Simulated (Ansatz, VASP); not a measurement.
**Cross-check of BiSb between VASP and Ansatz**

Wanted: the spread between two codes on one cell, functional and k mesh. The cell is generated by rule, not measured, and may not be a known phase. The cell is taken from a series of VASP runs on this material, whose earlier steps may have relaxed, scaled or displaced it; both programs get it as it stands.

Program: Ansatz 0.2.0. Level of theory: plane waves, with VASP 6.6.1 beside it; band structure at LDA, spin-orbit coupling. Results are calculated unless marked as measured.

The structure was built from a prototype and need not be the compound's stable phase.

## 1. The structure

It takes space group Pm-3m (No. 221, cubic). Conventional cell: a = 3.819 Å, b = 3.819 Å, c = 3.819 Å, α = 90.00°, β = 90.00°, γ = 90.00°. Nearest to Sb lie 8 Bi at 3.31 Å. Nearest to Bi lie 8 Sb at 3.31 Å. Farther neighbours are not listed.

As a file:

```xyz
2
Lattice="3.8192 0.0000 0.0000 0.0000 3.8192 0.0000 0.0000 0.0000 3.8192" Properties=species:S:1:pos:R:3 pbc="T T T"
Sb    0.0000    0.0000    0.0000
Bi    1.9096    1.9096    1.9096
```

## 2. VASP: band structure, LDA, spin-orbit coupling

With cell and atoms fixed, the geometry can't cause a difference; cores, projectors, grids and the points listed under the comparison can.

Lines of VASP's logs that name or quote its potential files are left out, and so is its time.

Input file INCAR:

```
SYSTEM = BiSb
PREC = Accurate
ENCUT = 400
EDIFF = 1E-06
NELM = 100
ISMEAR = 0
SIGMA = 0.02
LREAL = .FALSE.
ALGO = Normal
GGA = CA
LNONCOLLINEAR = .TRUE.
MAGMOM = 0 0 0 0 0 0
NBANDS = 32
GGA_COMPAT = .FALSE.
LASPH = .TRUE.
LSORBIT = .TRUE.
LORBIT = 11
LWAVE = .FALSE.
LCHARG = .FALSE.
KPAR = 4
ISIF = 2
```

Input file POSCAR:

```
BiSb
1.0
    3.8191700000      0.0000000000      0.0000000000
    0.0000000000      3.8191700000      0.0000000000
    0.0000000000      0.0000000000      3.8191700000
Sb Bi
1 1
Direct
    0.0000000000      0.0000000000      0.0000000000
    0.5000000000      0.5000000000      0.5000000000
```

Input file KPOINTS:

```
Automatic mesh
0
Gamma
8 8 8
0 0 0
```

Input file KPOINTS_OPT:

```
Line mode
16
Line-mode
Reciprocal
  0.00000000   0.00000000   0.00000000 GAMMA
  0.00000000   0.50000000   0.00000000 X

  0.00000000   0.50000000   0.00000000 X
  0.50000000   0.50000000   0.00000000 M

  0.50000000   0.50000000   0.00000000 M
  0.00000000   0.00000000   0.00000000 GAMMA

  0.00000000   0.00000000   0.00000000 GAMMA
  0.50000000   0.50000000   0.50000000 R

  0.50000000   0.50000000   0.50000000 R
  0.00000000   0.50000000   0.00000000 X

  0.50000000   0.50000000   0.00000000 M
  0.50000000   0.50000000   0.50000000 R
```

The projector-augmented-wave data sets are Sb and Bi_d (LDA family, release 64).

The run is started by

```sh
mpirun -np 4 vasp_ncl
```

Numbers of over 12 decimals in the logs are rounded to 6 here.

What it wrote:

```text
[banner, memory and clock lines left out]
running    4 mpi-ranks, on    1 nodes
 distrk:  each k-point on    1 cores,    4 groups
 distr:  one band on    1 cores,    1 groups

 POSCAR found type information on POSCAR SbBi
 POSCAR found :  2 types and       2 ions
 LDA part: xc-table for (Slater(with rela. corr.)+CA(PZ))
 , standard interpolation
 POSCAR, INCAR and KPOINTS ok, starting setup
 FFT: planning ... GRIDC
 FFT: planning ... GRID_SOFT
 FFT: planning ... GRID
 WAVECAR not read
 entering main loop
       N       E                     dE             d eps       ncg     rms          rms(c)
DAV:   1     0.180123716104E+03    0.18012E+03   -0.79511E+03  2240   0.108E+03
DAV:   2     0.770791019149E+01   -0.17242E+03   -0.16746E+03  2344   0.343E+02
DAV:   3    -0.931745844191E+01   -0.17025E+02   -0.16739E+02  2776   0.121E+02
DAV:   4    -0.993731833684E+01   -0.61986E+00   -0.61851E+00  2744   0.255E+01
DAV:   5    -0.996408932051E+01   -0.26771E-01   -0.26769E-01  3184   0.491E+00    0.218E+00
DAV:   6    -0.995607039054E+01    0.80189E-02   -0.17499E-02  3120   0.122E+00    0.126E+00
DAV:   7    -0.995403164857E+01    0.20387E-02   -0.36598E-03  3120   0.411E-01    0.782E-01
DAV:   8    -0.995334132605E+01    0.69032E-03   -0.56180E-04  3160   0.169E-01    0.979E-02
DAV:   9    -0.995329950946E+01    0.41817E-04   -0.10068E-04  2920   0.118E-01    0.113E-02
DAV:  10    -0.995329995760E+01   -0.44814E-06   -0.86225E-06  2688   0.296E-02
   1 F= -.99533000E+01 E0= -.99531098E+01  d E =-.380321E-03  mag=    -0.0000    -0.0000    -0.0000
 Start KPOINTS_OPT (optional k-point list driver)
k-point batch [1-35\96]
       N       E                     dE             ncg
DAV:   1     0.285765767671E+04   -0.91872E+04     2240
DAV:   2    -0.322014912816E+04   -0.60778E+04     2352
DAV:   3    -0.383469688354E+04   -0.61455E+03     2648
DAV:   4    -0.385876805430E+04   -0.24071E+02     2736
DAV:   5    -0.385981902656E+04   -0.10510E+01     3208
DAV:   6    -0.385984354308E+04   -0.24517E-01     3104
DAV:   7    -0.385984421206E+04   -0.66898E-03     3296
DAV:   8    -0.385984422119E+04   -0.91359E-05     2824
DAV:   9    -0.385984422142E+04   -0.23136E-06     1816
[...]
k-point batch [71-96\96]
       N       E                     dE             ncg
DAV:   1     0.798953663046E+04   -0.13369E+05     1664
DAV:   2     0.358584377664E+04   -0.44037E+04     1792
DAV:   3     0.317554647663E+04   -0.41030E+03     2008
DAV:   4     0.316040434742E+04   -0.15142E+02     2168
DAV:   5     0.315988349781E+04   -0.52085E+00     2248
DAV:   6     0.315986848760E+04   -0.15010E-01     2480
DAV:   7     0.315986828819E+04   -0.19941E-03     2240
DAV:   8     0.315986828250E+04   -0.56937E-05     2208
DAV:   9     0.315986828236E+04   -0.13591E-06     1296
```

OUTCAR, selected parts (step 2):

```text
ion  position               nearest neighbor table
   1  0.000  0.000  0.000-   2 3.31   2 3.31   2 3.31   2 3.31   2 3.31   2 3.31   2 3.31   2 3.31

  LATTYP: Found a simple cubic cell.
 ALAT       =     3.8191700000

 Subroutine GETGRP returns: Found 48 space group operations
 (whereof 48 operations were pure point group operations)

The static configuration has the point symmetry O_h .

 Found     35 irreducible k-points:

   k-points           NKPTS =     35   k-points in BZ     NKDIM =     35   number of bands    NBANDS=     32

   dimension x,y,z NGX =    28 NGY =   28 NGZ =   28
   dimension x,y,z NGXF=    56 NGYF=   56 NGZF=   56

   ENCUT  =  400.0 eV  29.40 Ry    5.42 a.u.   6.23  6.23  6.23*2*pi/ulx,y,z

   NELECT =      20.0000    total number of electrons

 k-points in reciprocal lattice and weights: Automatic mesh
   0.00000000  0.00000000  0.00000000       0.002
   0.12500000  0.00000000  0.00000000       0.012
   0.25000000  0.00000000  0.00000000       0.012
   0.37500000  0.00000000  0.00000000       0.012
   0.50000000  0.00000000  0.00000000       0.006
   0.12500000  0.12500000  0.00000000       0.023
   0.25000000  0.12500000  0.00000000       0.047
   0.37500000  0.12500000  0.00000000       0.047
   0.50000000  0.12500000  0.00000000       0.023
[...]
0.50000000  0.50000000  0.37500000       0.012
   0.50000000  0.50000000  0.50000000       0.002

 average (electrostatic) potential at core
       1 -85.2466       2-102.4021

 E-fermi :   8.3841

 k-point     1 :       0.0000    0.0000    0.0000
  band No.  band energies     occupation
    ...
     16       5.5627      1.00000
     17       6.9148      1.00000
     18       6.9148      1.00000
     19       6.9148      1.00000
     20       6.9148      1.00000
     21      11.7986      0.00000
     22      11.7986      0.00000
     23      11.7986      0.00000
     24      11.7986      0.00000
     25      12.3425      0.00000
    ...

 k-point     2 :       0.1250    0.0000    0.0000
  band No.  band energies     occupation
    ...
     16       5.6674      1.00000
     17       6.8608      1.00000
     18       6.8608      1.00000
     19       7.1012      1.00000
     20       7.1012      1.00000
     21      11.8157      0.00000
     22      11.8157      0.00000
     23      11.9242      0.00000
     24      11.9242      0.00000
     25      12.7490      0.00000
    ...

 k-point     3 :       0.2500    0.0000    0.0000
  band No.  band energies     occupation
    ...
     16       6.0125      1.00000
     17       7.1186      1.00000
     18       7.1186      1.00000
     19       7.6515      1.00000
     20       7.6515      1.00000
     21      10.5448      0.00000
     22      10.5448      0.00000
     23      12.1983      0.00000
     24      12.1983      0.00000
     25      12.2989      0.00000
    ...

  Total       -0.0168203     -0.0168203     -0.0168203      0.0000000      0.0000000     -0.0000000
  in kB       -0.4837673     -0.4837673     -0.4837673      0.0000000      0.0000000     -0.0000000
  external PRESSURE =      -0.4837673 kB  Pullay stress =       0.0000000 kB

  energy-cutoff  :      400.00
  volume of cell :       55.71
      direct lattice vectors                 reciprocal lattice vectors
     3.819170000  0.000000000  0.000000000     0.261836996  0.000000000  0.000000000
     0.000000000  3.819170000  0.000000000     0.000000000  0.261836996  0.000000000
     0.000000000  0.000000000  3.819170000     0.000000000  0.000000000  0.261836996

 POSITION                                       TOTAL-FORCE (eV/Angst)
 -----------------------------------------------------------------------------------
      0.00000      0.00000      0.00000         0.000000      0.000000      0.000000
      1.90959      1.90959      1.90959         0.000000      0.000000      0.000000
 -----------------------------------------------------------------------------------
    total drift:                                0.000000      0.000000      0.000000

  FREE ENERGIE OF THE ION-ELECTRON SYSTEM (eV)
  ---------------------------------------------------
  free  energy   TOTEN  =        -9.9532999576 eV

  energy  without entropy=       -9.9529196369  energy(sigma->0) =       -9.95310980

 Spin-Orbit-Coupling matrix elements
 Ion:    1  E_soc:     -0.1551606
 Ion:    2  E_soc:     -1.6587675

 total charge
# of ion       s       p       d       tot
------------------------------------------
    1        1.248   1.110   0.035   2.393
    2        1.557   1.276   9.934  12.767
--------------------------------------------------
tot          2.805   2.385   9.969  15.160

 magnetization (x)
# of ion       s       p       d       tot
------------------------------------------
    1        0.000   0.000   0.000   0.000
    2       -0.000  -0.000   0.000  -0.000
--------------------------------------------------
tot         -0.000  -0.000   0.000  -0.000

 magnetization (y)
# of ion       s       p       d       tot
------------------------------------------
    1       -0.000   0.000   0.000  -0.000
    2        0.000   0.000  -0.000   0.000
--------------------------------------------------
tot          0.000   0.000  -0.000   0.000

 magnetization (z)
# of ion       s       p       d       tot
------------------------------------------
    1       -0.000  -0.000   0.000  -0.000
    2        0.000   0.000   0.000   0.000
--------------------------------------------------
tot          0.000   0.000   0.000   0.000

[... 3 further parts left out ...]
```

The run ends at a pressure of -0.05 GPa.

## 3. Ansatz: band structure, LDA, spin-orbit coupling

Ansatz runs on its fully relativistic PAW (standard-fr) files.

The same cell, functional (in two slightly different forms), mesh and smearing now go to Ansatz, which takes its cutoff from its data sets.

Input file input.yaml:

```yaml
crystal:
  lattice:
    - [3.81917, 0.0, 0.0]
    - [0.0, 3.81917, 0.0]
    - [0.0, 0.0, 3.81917]
  atoms:
    - { symbol: Sb, position: [0.0, 0.0, 0.0] }
    - { symbol: Bi, position: [0.5, 0.5, 0.5] }
hamiltonian:
  xc: lda
  pseudopotentials: { kind: paw_fr }
magnetization:
  noncollinear: true
  spin_orbit: true
kpoints:
  mp_grid: { grid: [8, 8, 8] }
  band_path:
    path:
      - [0.0, 0.0, 0.0]
      - [0.0, 0.1, 0.0]
      - [0.0, 0.2, 0.0]
      - [0.0, 0.3, 0.0]
      - [0.0, 0.43333, 0.0]
      - [0.0, 0.5, 0.0]
      - [0.1, 0.5, 0.0]
      - [0.2, 0.5, 0.0]
      - [0.33333, 0.5, 0.0]
      - [0.43333, 0.5, 0.0]
      - [0.5, 0.5, 0.0]
      - [0.36667, 0.36667, 0.0]
      - [0.26667, 0.26667, 0.0]
      - [0.16667, 0.16667, 0.0]
      - [0.06667, 0.06667, 0.0]
      - [0.03333, 0.03333, 0.03333]
      - [0.13333, 0.13333, 0.13333]
      - [0.23333, 0.23333, 0.23333]
      - [0.33333, 0.33333, 0.33333]
      - [0.46667, 0.46667, 0.46667]
      - [0.46667, 0.5, 0.46667]
      - [0.36667, 0.5, 0.36667]
      - [0.23333, 0.5, 0.23333]
      - [0.13333, 0.5, 0.13333]
      - [0.03333, 0.5, 0.03333]
      - [0.5, 0.5, 0.03333]
      - [0.5, 0.5, 0.16667]
      - [0.5, 0.5, 0.26667]
      - [0.5, 0.5, 0.36667]
      - [0.5, 0.5, 0.5]
    npoints: 1
scf:
  occupations: { method: gaussian, width: 0.02 }
  n_extra_bands: 14
output:
  forces: true
  stress: true
  eigenvalues: true
  write_density: true
  write_potential: true
  elf: true
  volumetric_format: npy
```

The run is started by

```sh
ansatz run input.yaml --threads 2 --pin off --max-ram 4608MiB --backend cpu --events-out ev --progress --plain --runs-dir out
```

What it wrote:

```text
scf.n_extra_bands = 14 over 30 filled bands (N_el = 30.0): the run solves 44 bands
Engine: ansatz 0.2.0, x86_64-unknown-linux-gnu
Pseudopotentials: kind: paw_fr
Pseudopotential: Sb, paw_fr, valence charge 15, recommended cutoff 420 eV (normal), Sb.paw.azcp#standard-fr
Pseudopotential: Bi, paw_fr, valence charge 15, recommended cutoff 420 eV (normal), Bi.paw.azcp#standard-fr
Functional definition: SPW92
  exchange = slater_x
  correlation = pw_c
non-collinear run that drives no moment, with spin-orbit: no starting moment large enough to seed its density (crystal.atoms[].spin), no starting occupations that ask for one, no magnetisation constraint and no magnetic field, so the semilocal B_xc is pinned to zero
Crystal: 2 atoms, lattice volume = 55.707 Å³
Basis set: ecut = 420 eV, 1045 PW (Γ)
Bands: 44, of which v1, the nominal top of the filled ones, is band 30 counted from 1 (29 counted from 0)
Symmetry: 48 space group operations + 48 with time reversal
Magnetic group: BNS 221.93 (UNI 1595), of the structure as read, at distance tolerance 3.8e-5 Å
k-points: 35 of 512
Projection manifold: j_resolved (fully-relativistic pseudo-atomic orbitals)
Non-local potential: Sb, projectors of the file, l = 0: 2, l = 1: 4, l = 2: 4, l = 3: 4
Non-local potential: Bi, projectors of the file, l = 0: 2, l = 1: 4, l = 2: 4, l = 3: 4
PAW form: soft (Blöchl's): semilocal exchange-correlation on the pseudo side does not see the compensation charge
PAW frozen core: Sb, regenerated for the run's functional, and the local potential with it (the file was generated under x = pbe(κ = 0.804, μ = 0.219515), c = pbe(β = 0.066725))
PAW frozen core: Bi, regenerated for the run's functional, and the local potential with it (the file was generated under x = pbe(κ = 0.804, μ = 0.219515), c = pbe(β = 0.066725))
PAW one-centre angular grid: Sb, 590 points (default); XC on 64 Gauss nodes
PAW one-centre angular grid: Bi, 590 points (default); XC on 64 Gauss nodes
Initial density: superposition of atomic densities (chi_scale 0.1, normalization cell, long waves kept (reshape's long-wave potential 0.00 eV rms))
Initial wavefunctions: pseudopotential atomic-orbital guess
Functional: x = slater, c = lda
SCF iter   1: F=—  HF=-18463.584617 eV  |F-HF|=—  |Δ(HF+E_count)|=         —  Δρ=7.75e-3  dr2=3.17e-2  dr2_m=0.00e0 (ungated)  ethr=3.10e-3  |M|=0.00e0 ∫|m|=0.00e0 μB  |m|>n=0.0e0 m-floor=0.0e0 τ_xc=0.0e0  β_m=0.30  ⟨swp⟩=9.2  Hψ=4242  notcnv=0  defer=64
preconditioner: auto → Resta (q_TF=auto, 2.461 Å⁻¹)  ε∞=2.8  [insulator: Δε(μ)=0.076 eV  Ē_g=11.576 eV  σ=0.020 eV  W_gap=0.79  n_scr=18 (ndim 8)  ℏωp=15.7 eV  f_vac=0.000  D(μ)=1.90/eV (n_scr^D=18)  ε∞_Penn≈2.8]
spin=Noncollinear: Resta preconditioning applied to the charge; magnetization (m_x, m_y, m_z) channels mix plain (no charge-response kernel on spin).
SCF iter   2: F=—  HF=-18463.577098 eV  |F-HF|=—  |Δ(HF+E_count)|=   7.52e-3  Δρ=5.53e-3  dr2=1.62e-2  dr2_m=0.00e0 (ungated)  ethr=1.06e-4  |M|=0.00e0 ∫|m|=0.00e0 μB  |m|>n=0.0e0 m-floor=0.0e0 τ_xc=0.0e0  β_m=0.64  ⟨swp⟩=2.3  Hψ=1078  notcnv=0  defer=262
SCF iter   3: F=—  HF=-18463.572372 eV  |F-HF|=—  |Δ(HF+E_count)|=   4.73e-3  Δρ=1.37e-3  dr2=7.24e-4  dr2_m=0.00e0 (ungated)  ethr=5.41e-5  |M|=0.00e0 ∫|m|=0.00e0 μB  |m|>n=0.0e0 m-floor=0.0e0 τ_xc=0.0e0  β_m=0.79  ⟨swp⟩=2.3  Hψ=1292  notcnv=0  defer=262
SCF iter   4: F=—  HF=-18463.572042 eV  |F-HF|=—  |Δ(HF+E_count)|=   3.30e-4  Δρ=3.62e-4  dr2=7.29e-5  dr2_m=0.00e0 (ungated)  ethr=2.41e-6  |M|=0.00e0 ∫|m|=0.00e0 μB  |m|>n=0.0e0 m-floor=0.0e0 τ_xc=0.0e0  β_m=0.80  ⟨swp⟩=2.0  Hψ=1276  notcnv=0  defer=262
SCF iter   5: F=—  HF=-18463.572051 eV  |F-HF|=—  |Δ(HF+E_count)|=   9.18e-6  Δρ=1.43e-4  dr2=1.07e-5  dr2_m=0.00e0 (ungated)  ethr=2.43e-7  |M|=0.00e0 ∫|m|=0.00e0 μB  |m|>n=0.0e0 m-floor=0.0e0 τ_xc=0.0e0  β_m=0.83  ⟨swp⟩=2.3  Hψ=1149  notcnv=0  defer=262
SCF iter   6: F=—  HF=-18463.572047 eV  |F-HF|=—  |Δ(HF+E_count)|=   3.33e-6  Δρ=2.38e-5  dr2=2.82e-7  dr2_m=0.00e0 (ungated)  ethr=3.55e-8  |M|=0.00e0 ∫|m|=0.00e0 μB  |m|>n=0.0e0 m-floor=0.0e0 τ_xc=0.0e0  β_m=0.86  ⟨swp⟩=2.0  Hψ=1084  notcnv=0  defer=262
SCF iter   7: F=-18463.572047 eV  HF=-18463.572047 eV  |F-HF|=4.73e-10  |Δ(HF+E_count)|=   3.74e-8  Δρ=3.18e-6  dr2=3.59e-9  dr2_m=0.00e0 (ungated)  ethr=3.33e-10  |M|=0.00e0 ∫|m|=0.00e0 μB  |m|>n=0.0e0 m-floor=0.0e0 τ_xc=0.0e0  ⟨swp⟩=17.3  Hψ=6239  notcnv=0
SCF 1 converged in 7 iterations: F = -18463.572047 eV  dr2 = 3.59e-9
  greatest PAW one-centre occupation: 0.997 electrons in one spin orbital (limit 2), on the Sb atom at site 0 (counted from 0), in its partial waves of l = 2
NSCF: frozen V_eff on 30 k-points
SCF converged after 7 iterations
Magnetization: |M| = 0.0000 μB,  M = (+0.0000, +0.0000, +0.0000) μB
Absolute magnetization: 0.0000 μB (∫|m|)
  site 0: m = (+0.0000, +0.0000, +0.0000) μB, |m| = 0.0000 μB  (R = 1.36 Å)
  site 1: m = (+0.0000, +0.0000, +0.0000) μB, |m| = 0.0000 μB  (R = 1.36 Å)
Free energy (F): -18463.572047 eV
Harris-Foulkes:  -18463.572047 eV  (|F-HF|=4.73e-10)
Internal energy: -18463.571667 eV  (E = F + TS)
E sigma→0 (E₀):  -18463.571857 eV
Entropy (-TS):   -0.000380 eV (-0.190 meV/atom)
Fermi energy:    11.864144 eV
--- Per-component energies (eV) ---
  E_band       = -212.952106
  E_kinetic    = 514.055494
  E_local      = -2790.281310  (includes V_loc(G=0)·N_el)
  E_nonlocal   = 931.333076
  E_hartree    = 1080.179560
  E_xc         = -290.195701
  E_vxc        = -243.932482  (∫ρ·V_xc dr)
  E_paw        = -14821.979453  (= ΣΔE_a)
  E_vpaw       = -784.487328  (= ΣTr[D̂ρ^β])
  E_aug_tail   = -0.000461  (compensation charges beyond the density's cutoff)
  E_ewald      = -3087.274482
  E_core_change = 0.591609  (= ΣΔE_core)
  E_smearing   = -0.000380  (= −TS)
  E_closure    = 0.000000  (closes the sum)
  Σ components = -18463.572047   (vs F -18463.572047, Δ=0.00e0)
--- Forces (eV/Å), atoms counted from 1 ---
  atom   1  Sb     0.00000000     0.00000000     0.00000000
  atom   2  Bi     0.00000000    -0.00000000     0.00000000
  max |Σ_I F_I| component: 9.99e-29 eV/Å
--- Stress (GPa, compression-positive) ---
       -0.061509       0.000000       0.000000
        0.000000      -0.061509      -0.000000
        0.000000      -0.000000      -0.061509
  P = ⅓ Tr σ = -0.0615 GPa (-0.615 kbar)
--- Band table (eV; the first three rows and the last of 35) ---
  k-point 0: bands = [... 26 lower, 10.4269, 10.4269, 10.4269, 10.4269, 15.3513, 15.3513, 15.3513, 15.3513, ... 10 higher]
  k-point 1: bands = [... 26 lower, 10.3687, 10.3687, 10.6127, 10.6127, 15.1290, 15.1290, 15.4784, 15.4784, ... 10 higher]
  k-point 2: bands = [... 26 lower, 10.6091, 10.6091, 11.1614, 11.1614, 13.9048, 13.9048, 15.6880, 15.6880, ... 10 higher]
  k-point 34: bands = [... 26 lower, 9.0414, 9.0414, 9.5323, 9.5323, 9.5323, 9.5323, 9.8263, 9.8263, ... 10 higher]
```

The job ended after 7.2 s (2 threads of Intel Xeon 6975P-C (Granite Rapids), shared host; peak memory 0.6 GiB).

## 4. Side by side

Known differences besides the potentials themselves: spin-orbit coupling enters by fully relativistic files in Ansatz and inside the spheres in VASP; the two LDA forms differ slightly; the data sets hold 30 valence electrons in Ansatz (fully relativistic PAW (standard-fr) files) and 20 in VASP; the cutoff is 420 eV in Ansatz and 400 eV in VASP; VASP's log shows a relativistic correction to its local exchange, Ansatz's none. Total energies have different zeros and are not compared.

Compared:

```
      quantity  Ansatz   VASP  difference
pressure (GPa)   -0.06  -0.05       -0.01
```

Levels from 3 eV below to 2 eV above the Fermi level differ by 47 meV r.m.s. and 107 meV at most; each VASP level is matched to the nearest of Ansatz, which flatters the figure a little. Ansatz's pressure holds a Pulay correction of 0.04 GPa; VASP's holds none.

## 5. What came out

```json
{
  "r.m.s. difference of levels near the Fermi level (band structure, LDA, spin-orbit coupling)": "47 meV"
}
```

**Reading.** The r.m.s. difference of levels near the Fermi level is 47 meV (band structure, LDA, spin-orbit coupling), within the 80 meV picked in this series as the mark of a large difference. 1 further run of this series is not shown here. Such differences can come from data sets, numerical settings and the points named under the comparisons, not from the functional's error against experiment.

[Lines on the potential files, build, host, timing and source positions are cut from VASP's logs without a mark.]

[Logs are printed without paths, hosts, clocks, repeated set-up lines and the standing remarks that a program may print on its own settings, such as how far it seeks lower states.]

[Hosts, paths, dates, database ids (printed as entryN), source tags and the programs' standing remarks are cut or masked in the printed files.]
